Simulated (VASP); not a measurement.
Given:

```
CELL_PARAMETERS angstrom
      2.72491     0.00000     0.00000
      0.00000     2.72491     0.00000
      0.00000     0.00000     2.72491
ATOMIC_POSITIONS crystal
  Li 0.00000 0.00000 0.00000
```

These are PBEsol GGA, VASP's PBE PAW potentials (set 64) (plane waves; VASP) values and carry that method's errors. Run with 520 eV cut-off, Gaussian smearing of 0.050 eV, potentials Li_sv.

Q: Give the energies of bands 2 to 3 at the high-symmetry points, in eV from the Fermi level.

A: 
```tsv
band	Γ	X	M	R
2	-3.49	-0.72	3.18	6.72
3	12.03	2.06	3.18	6.72
```

It has no gap at this level: it comes out as a metal or semimetal.

The structure was generated: Li was put into the simple-cubic type (Pm-3m), which need not be its known phase. It was relaxed first, which changed the volume by -15 %.
